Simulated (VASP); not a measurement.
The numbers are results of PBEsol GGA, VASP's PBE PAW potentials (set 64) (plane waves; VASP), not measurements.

Input for VASP

File KPOINTS:
```
kpoints
0
G
6 6 6
0.5 0.5 0.5
```

File POSCAR:
```
TiTe2
6.7491540
  0.5692270468   0.0000000000   0.0000000000
 -0.2846135975   0.4929651924   0.0000000000
  0.0000000000   0.0000000000   1.0000000000
Ti Te
1 2
Cart
  0.0000000000   0.0000000000   0.0000000000
  0.2846137833   0.1643215665   0.7498300000
 -0.0000003340   0.3286436259   0.2501700000
```

### INCAR
```
SYSTEM = TiTe2
PREC = Accurate; ENCUT = 180; LREAL = F
LASPH = T
EDIFF = 1E-04; NELM = 100; ALGO = Normal
LMAXMIX = 4
ISMEAR = -1; SIGMA = 0.136
GGA = PS
ISIF = 2
LWAVE = F; LCHARG = F
```

POTCAR, in this order: Ti_sv Te (PBE.64 set). Program: vasp_std.

At this cut-off the stress carries a Pulay error, which pulls relaxed volumes low. Gaps are read on the run's mesh, which can miss a band edge. Unless said otherwise, spin-orbit coupling is left out, though it shifts the bands of the heavy elements here.

Q: Estimate the energy per atom (σ→0), pressure, band gap (on the k-mesh).

A: 
```yaml
energy per atom (σ→0): -5.753 eV/atom
band gap (on the k-mesh): none (metal, semimetal or under 0.01 eV)
pressure: -20.39 GPa
```

**OSZICAR**
```
...
DAV:   8    -0.173127899824E+02    0.50649E+00   -0.29194E+00  2304   0.104E+01    0.222E+00
DAV:   9    -0.173396535303E+02   -0.26864E-01   -0.65681E-01  2776   0.452E+00    0.169E+00
DAV:  10    -0.173199411226E+02    0.19712E-01   -0.72692E-01  2440   0.446E+00    0.105E+00
DAV:  11    -0.173096412134E+02    0.10300E-01   -0.26443E-02  2368   0.939E-01    0.671E-01
DAV:  12    -0.173058711348E+02    0.37701E-02   -0.15201E-02  2512   0.615E-01    0.275E-01
DAV:  13    -0.173054476845E+02    0.42345E-03   -0.17974E-03  2576   0.214E-01    0.887E-02
DAV:  14    -0.173054091100E+02    0.38575E-04   -0.62488E-05  1048   0.517E-02
   1 F= -.17305409E+02 E0= -.17258193E+02  d E =-.944326E-01
```

The structure comes from a computed database's TiTe2 entry; how it stands against other phases isn't given here. The cell was not relaxed at this level. The k-mesh is coarse (spacing up to 0.31 per Å, 2π included), so the numbers may not be converged in it. The run is one of a series of settings (EDIFF = 1E-04, ENCUT = 180, GGA = PS, ISMEAR = -1, SIGMA = 0.136, KPOINTS 6×6×6 Γ-centred mesh shifted by (0.5, 0.5, 0.5), POTCAR Ti_sv Te (PBE.64 set) against the base run), some of them coarse on purpose.
